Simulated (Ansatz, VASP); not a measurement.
**Tl3B2 in VASP and in Ansatz**

```
Tl B
1.0
     4.82832    0.00000    0.00000
     0.00000    4.82832    0.00000
     0.00000    0.00000    4.82832
Tl B
3 2
Direct
  0.00000 0.50000 0.50000
  0.50000 0.00000 0.50000
  0.50000 0.50000 0.00000
  0.50000 0.50000 0.50000
  0.00000 0.00000 0.00000
```

Alike in both runs: task relaxation of cell and atoms; functional PBE; k mesh 4 × 4 × 4; occupations gaussian, width 0.1 eV; no spin polarisation.

|  | VASP | Ansatz |
| --- | --- | --- |
| version | VASP 6.6.1 | Ansatz 0.2.0 |
| potentials or method | VASP PAW PBE potentials, release 64 (Tl_d, B) | scalar-relativistic, plane waves, PAW |
| plane-wave cutoff (eV) | 600 | 420 |
| valence electrons in the cell | 45 | 45 |

VASP gave:

- gap on the k mesh at the Fermi level, each at its own relaxed structure (eV): none
- relaxed volume (Å³/atom): 22.90
- relaxed cell length with the largest relative difference (Å): 4.856
- energy change over the relaxation (meV/atom): -1

Task: Estimate Ansatz's values.

Result: gap on the k mesh at the Fermi level, each at its own relaxed structure (eV): none; relaxed volume (Å³/atom): 23.08; relaxed cell length with the largest relative difference (Å): 4.869; energy change over the relaxation (meV/atom): -1.

A gap of «none» marks a metal or a gap that the smearing closes.

Spin-orbit coupling is left out, which matters for the levels of Tl.
